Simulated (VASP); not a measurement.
A run of VASP 6.6.1:

File INCAR:

```
ALGO = Normal ; EDIFF = 1E-7
EDIFFG = -0.002 ; ENCUT = 700
GGA = PE ; IBRION = 2
ISIF = 3 ; ISMEAR = 0
LASPH = True ; LCHARG = False
LREAL = False ; LWAVE = False
NELM = 100 ; NSW = 80
PREC = Accurate ; SIGMA = 0.1
```

File KPOINTS:

```
k-points
0
Gamma
  18 18 10
```

File POSCAR:

```
Ru
1.0
    2.7058000000      0.0000000000      0.0000000000
   -1.3529000000      2.3432915400      0.0000000000
    0.0000000000      0.0000000000      4.2819000000
Ru
2
Direct
    0.3333333300      0.6666666700      0.2500000000
    0.6666666700      0.3333333300      0.7500000000
```

Potentials or basis: VASP PAW PBE potentials, release 64 (Ru_pv).

Command:

```sh
$ cat potpaw_PBE.64/Ru_pv/POTCAR > POTCAR
$ mpirun -np 1 vasp_std > vasp.out
```

Hardware: 1 thread of Intel(R) Xeon(R) Platinum 8375C CPU @ 2.90GHz (Ice Lake), on a shared host.

Question: How long does it take, and how much memory?

Answer: Wall time 6.4 min on 1 thread of Intel(R) Xeon(R) Platinum 8375C CPU @ 2.90GHz (Ice Lake) (shared host), peak memory 0.28 GiB. Counts: scf iterations 61, k points 222, ion steps 9.
